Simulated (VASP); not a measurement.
Output of a VASP run:

OUTCAR:
```
 ion  position               nearest neighbor table
   1  0.000  0.000  0.000-   2 2.38   2 2.38   2 2.38   2 2.38
   2  0.250  0.250  0.250-   1 2.38   1 2.38   1 2.38   1 2.38
  LATTYP: Found a face centered cubic cell.
 ALAT       =     5.5011852838
 Subroutine PRICEL returns:
 Original cell was already a primitive cell.
 Subroutine GETGRP returns: Found 24 space group operations
The static configuration has the point symmetry T_d .
The dynamic configuration has the point symmetry T_d .
 Subroutine INISYM returns: Found 24 space group operations
 Subroutine IBZKPT returns following result:
 Found     29 irreducible k-points:

 Following reciprocal coordinates:
            Coordinates               Weight
  0.000000  0.000000  0.000000      1.000000
  0.125000  0.000000  0.000000      8.000000
  0.250000  0.000000  0.000000      8.000000
  0.375000  0.000000  0.000000      8.000000
  0.500000  0.000000  0.000000      4.000000
  0.125000  0.125000  0.000000      6.000000
  0.250000  0.125000  0.000000     24.000000
  0.375000  0.125000  0.000000     24.000000
  0.500000  0.125000  0.000000     24.000000
 -0.375000  0.125000  0.000000     24.000000
 -0.250000  0.125000  0.000000     24.000000
 -0.125000  0.125000  0.000000     12.000000
  0.250000  0.250000  0.000000      6.000000
  0.375000  0.250000  0.000000     24.000000
  0.500000  0.250000  0.000000     24.000000
 -0.375000  0.250000  0.000000     24.000000
 -0.250000  0.250000  0.000000     12.000000
  0.375000  0.375000  0.000000      6.000000
  0.500000  0.375000  0.000000     24.000000
 -0.375000  0.375000  0.000000     12.000000
  0.500000  0.500000  0.000000      3.000000
  0.375000  0.250000  0.125000     24.000000
  0.500000  0.250000  0.125000     48.000000
 -0.375000  0.250000  0.125000     24.000000
  0.500000  0.375000  0.125000     24.000000
 -0.375000  0.375000  0.125000     48.000000
 -0.250000  0.375000  0.125000     24.000000
 -0.375000  0.500000  0.125000     12.000000
 -0.250000  0.500000  0.250000      6.000000
   k-points           NKPTS =     29   k-points in BZ     NKDIM =     29   number of bands    NBANDS=     13
   number of dos      NEDOS =    301   number of ions     NIONS =      2
   total plane-waves  NPLWV =  21952
   dimension x,y,z NGX =    28 NGY =   28 NGZ =   28
   dimension x,y,z NGXF=    56 NGYF=   56 NGZF=   56
   ions per type =               1   1
   PREC   = accura    normal or accurate (medium, high low for compatibility)
   ISTART =      0    job   : 0-new  1-cont  2-samecut
   ICHARG =      2    charge: 1-file 2-atom 10-const
   ISPIN  =      1    spin polarized calculation?
   LNONCOLLINEAR =      F non collinear calculations
   LSORBIT =      F    spin-orbit coupling
   INIWAV =      1    electr: 0-lowe 1-rand  2-diag
   ENCUT  =  500.0 eV  36.75 Ry    6.06 a.u.   7.09  7.09  7.09*2*pi/ulx,y,z
   NELM   =    100;   NELMIN=  2; NELMDL= -5     # of ELM steps
   EDIFF  = 0.1E-05   stopping-criterion for ELM
   LREAL  =      F    real-space projection
   NLSPLINE    = F    spline interpolate recip. space projectors
   LMAXMIX     =    4 max onsite mixed and CHGCAR
   VOSKOWN=      0    Vosko Wilk Nusair interpolation
   EDIFFG = -.2E-01   stopping-criterion for IOM
   NSW    =     40    number of steps for IOM
   NBLOCK =      1;   KBLOCK =     40    inner block; outer block
   IBRION =      2    ionic relax: 0-MD 1-quasi-New 2-CG
   NFREE  =      1    steps in history (QN), initial steepest desc. (CG)
   ISIF   =      3    stress and relaxation
   ISYM   =      2    0-nonsym 1-usesym 2-fastsym
   TEIN   =    0.0    initial temperature
   TEBEG  =    0.0;   TEEND  =   0.0 temperature during run
   SMASS  =  -3.00    Nose mass-parameter (am)
   PSTRESS=  300.0 pullay stress
   NELECT =      18.0000    total number of electrons
   EFERMI =   0.00;   METHOD = LEGACY
   ISMEAR =     0;   SIGMA  =   0.05  broadening in eV -4-tet -1-fermi 0-gaus
   IALGO  =     38    algorithm
...
```

**OSZICAR**
```
       N       E                     dE             d eps       ncg     rms          rms(c)
DAV:   1     0.118799717900E+03    0.11880E+03   -0.92785E+03   770   0.126E+03
DAV:   2    -0.184661027771E+01   -0.12065E+03   -0.11599E+03   839   0.308E+02
DAV:   3    -0.622559760317E+01   -0.43790E+01   -0.43575E+01   909   0.625E+01
DAV:   4    -0.624607961337E+01   -0.20482E-01   -0.20479E-01   814   0.414E+00
DAV:   5    -0.624619007835E+01   -0.11046E-03   -0.11046E-03   884   0.270E-01    0.132E+01
DAV:   6    -0.586658149238E+01    0.37961E+00   -0.66025E-01  1108   0.143E+01    0.918E+00
DAV:   7    -0.582502082187E+01    0.41561E-01   -0.25613E-01   804   0.443E+00    0.256E+00
DAV:   8    -0.582133994472E+01    0.36809E-02   -0.32202E-02   819   0.297E+00    0.329E-01
DAV:   9    -0.582091950961E+01    0.42044E-03   -0.33324E-03   834   0.893E-01    0.983E-02
DAV:  10    -0.582090325129E+01    0.16258E-04   -0.13645E-04   849   0.194E-01    0.289E-02
DAV:  11    -0.582090516549E+01   -0.19142E-05   -0.11065E-05   809   0.312E-02    0.582E-03
DAV:  12    -0.582090497866E+01    0.18683E-06   -0.15030E-06   452   0.211E-02
   1 F= 0.19723610E+01 E0= 0.19723610E+01  d E =0.197236E+01
```

### OUTCAR
```
------------------------ aborting loop because EDIFF is reached ----------------------------------------
  FORCE on cell =-STRESS in cart. coord.  units (eV):
  Direction    XX          YY          ZZ          XY          YZ          ZX
  --------------------------------------------------------------------------------------
  Total        7.7778317      7.7778317      7.7778317      0.0000000      0.0000000      0.0000000
  in kB      299.4058620    299.4058620    299.4058620      0.0000000      0.0000000      0.0000000
  external PRESSURE =      -0.5941380 kB  Pullay stress =     300.0000000 kB
  volume of cell :       41.62
      direct lattice vectors                 reciprocal lattice vectors
     0.000000000  2.750592642  2.750592642    -0.181779007  0.181779007  0.181779007
     2.750592642  0.000000000  2.750592642     0.181779007 -0.181779007  0.181779007
     2.750592642  2.750592642  0.000000000     0.181779007  0.181779007 -0.181779007
  FREE ENERGIE OF THE ION-ELECTRON SYSTEM (eV)
  ---------------------------------------------------
  free  energy   TOTEN  =        -5.8209049787 eV

  energy  without entropy=       -5.8209049787  energy(sigma->0) =       -5.82090498
  enthalpy is  TOTEN    =         1.9723609993 eV   P V=        7.7932659780

 reached required accuracy - stopping structural energy minimisation
```
(Selected blocks of OUTCAR.)

File POSCAR:
```
CdSe
1
   -0.0000000000     2.7505926419     2.7505926419
    2.7505926419     0.0000000000     2.7505926419
    2.7505926419     2.7505926419     0.0000000000
Cd Se
1 1
Direct
  1.0000000000   1.0000000000   1.0000000000
  0.2500000000   0.2500000000   0.2500000000
```

Q: Write an INCAR and KPOINTS that could have produced this output.

A: Several could match; the one computed here: the input of the run itself, LDA (Ceperley-Alder, Perdew-Zunger), plane waves, VASP's LDA PAW potentials (set 64).

### INCAR
```
! general
SYSTEM  = CdSe
PREC    = Accurate
ENCUT   = 500
LREAL   = F
LASPH   = T

! electronic loop
EDIFF   = 1E-6
NELM    = 100
ALGO    = Normal
LMAXMIX = 4

! smearing
ISMEAR  = 0
SIGMA   = 0.05

! ions
IBRION  = 2
NSW     = 40
ISIF    = 3
EDIFFG  = -0.02
PSTRESS = 300

! output
LWAVE   = F
LCHARG  = F
```

### KPOINTS
```
kpoints
0
G
8 8 8
```

POTCAR, in this order: Cd Se (LDA.64 set). Program: vasp_std.

The compound is CdSe in the zinc blende structure, whereas wurtzite is the usual form. It was relaxed first under an external pressure of 30 GPa.
